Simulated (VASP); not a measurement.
A convergence study with VASP on As (space group R-3m): one setting is varied, all else stays as given below, so the limit is that of these other settings.

```yaml
crystal:
  lattice:
    - [3.69877, -1.88940, 0.00000]
    - [3.69877, 1.88940, 0.00000]
    - [2.73362, 0.00000, 3.12698]
  atoms:
    - { symbol: As, position: [0.22700, 0.22700, 0.22700] }
    - { symbol: As, position: [0.77300, 0.77300, 0.77300] }
```

Level of theory: PBE GGA, VASP's PBE PAW potentials (set 64) (plane waves; VASP). The tightest run used: 300 eV cut-off, 12×12×12 Γ-centred mesh, Fermi-Dirac smearing of 0.10 eV, potentials As.

Question: The settings run are 3×3×3 mesh; 4×4×4 mesh; 5×5×5 mesh; 7×7×7 mesh; 8×8×8 mesh; 10×10×10 mesh; 12×12×12 mesh. From which on does the highest Γ mode stay within 5 cm⁻¹ of the tightest run?

Answer: From 4×4×4 mesh on: it is off by 1.5 there and by no more than 5 in any finer run, while 3×3×3 mesh is off by 8.4.
| setting | highest Γ mode (cm⁻¹) | irreducible k-points | difference judged (cm⁻¹) |
|---|---|---|---|
| 3×3×3 mesh | 240.8 | 6 | 8.4 |
| 4×4×4 mesh | 247.7 | 13 | 1.5 |
| 5×5×5 mesh | 246.9 | 19 | 2.3 |
| 7×7×7 mesh | 252.9 | 44 | 3.7 |
| 8×8×8 mesh | 250.1 | 65 | 0.8 |
| 10×10×10 mesh | 250.4 | 116 | 1.2 |
| 12×12×12 mesh | 249.2 | 189 | 0.0 |

Left out are rungs that failed or repeat a setting and relaxations that didn't move; long series are thinned to 24 rows.

The structure is a typed As crystal (space group no. 166). The cell was not relaxed at this level, forces remain on its atoms.
